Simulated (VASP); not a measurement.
```xyz
2
Lattice="0.0000 2.7324 2.7324 2.7324 0.0000 2.7324 2.7324 2.7324 0.0000" Properties=species:S:1:pos:R:3 pbc="T T T"
Mg     2.7324     2.7324     0.0000
Se     2.7324     2.7324     2.7324
```

These are r2SCAN meta-GGA with spin-orbit coupling, VASP's PBE PAW potentials (set 64) (plane waves; VASP) values and carry that method's errors. Numerical set-up: 400 eV cut-off, 8×8×8 Γ-centred mesh, Gaussian smearing of 0.050 eV, potentials Mg Se.

Problem. What does the run give for the energy per atom (σ→0), band gap (over mesh and band path) with the smallest direct gap where there is one?

Solution. 
```
Item                                                    Result
---------------------------------------------  ---------------
band gap (over mesh and band path)                     2.31 eV
smallest direct gap (over mesh and band path)          3.31 eV
energy per atom (σ→0)                          -10.697 eV/atom
```

Total energies compare only between runs with the same potentials, cut-off and functional.

The compound is MgSe in the rock salt structure. It was relaxed first.
